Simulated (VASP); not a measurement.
A convergence study with VASP on CoSi2 (fluorite): one setting is varied, all else stays as given below, so the limit is that of these other settings. Each run relaxes cell and ions from the cell shown. The basis is that of the starting cell, so low cut-offs carry a Pulay error.

```
CELL_PARAMETERS angstrom
      0.00000     2.68000     2.68000
      2.68000     0.00000     2.68000
      2.68000     2.68000     0.00000
ATOMIC_POSITIONS crystal
  Co 0.00000 0.00000 0.00000
  Si 0.25000 0.25000 0.25000
  Si 0.75000 0.75000 0.75000
```

Method: PBEsol GGA, VASP's PBE PAW potentials (set 64) (plane waves; VASP 6.6.1). The tightest run used: 700 eV cut-off, 8×8×8 Γ-centred mesh, first-order Methfessel-Paxton smearing of 0.10 eV, potentials Co Si.

**Question.** The settings run are ENCUT = 200; ENCUT = 250; ENCUT = 300; ENCUT = 350; ENCUT = 400; ENCUT = 450; ENCUT = 500; ENCUT = 550; ENCUT = 600; ENCUT = 650; ENCUT = 700. From which on does the relaxed volume stay within 0.05 Å³/atom of the tightest run?

**Answer.** From ENCUT = 300 on: it is off by 0.019 there and by no more than 0.05 in any finer run, while ENCUT = 250 is off by 0.162.
| setting | relaxed volume (Å³/atom) | E (eV/atom) | plane waves | difference judged (Å³/atom) |
|---|---|---|---|---|
| ENCUT = 200 | 11.576 | -6.9987 | 262 | 0.925 |
| ENCUT = 250 | 12.339 | -6.9827 | 360 | 0.162 |
| ENCUT = 300 | 12.482 | -6.9925 | 469 | 0.019 |
| ENCUT = 350 | 12.480 | -6.9949 | 588 | 0.021 |
| ENCUT = 400 | 12.486 | -6.9946 | 725 | 0.015 |
| ENCUT = 450 | 12.493 | -6.9940 | 869 | 0.007 |
| ENCUT = 500 | 12.502 | -6.9938 | 992 | 0.001 |
| ENCUT = 550 | 12.500 | -6.9938 | 1158 | 0.001 |
| ENCUT = 600 | 12.493 | -6.9938 | 1304 | 0.007 |
| ENCUT = 650 | 12.494 | -6.9938 | 1472 | 0.007 |
| ENCUT = 700 | 12.501 | -6.9938 | 1639 | 0.000 |

Left out are rungs that failed or repeat a setting and relaxations that didn't move; long series are thinned to 24 rows.

The compound is CoSi2 in the fluorite structure. The run is not spin-polarised, so no magnetic state was tried. The electron count is odd and the run is not spin-polarised, which forces a metal.
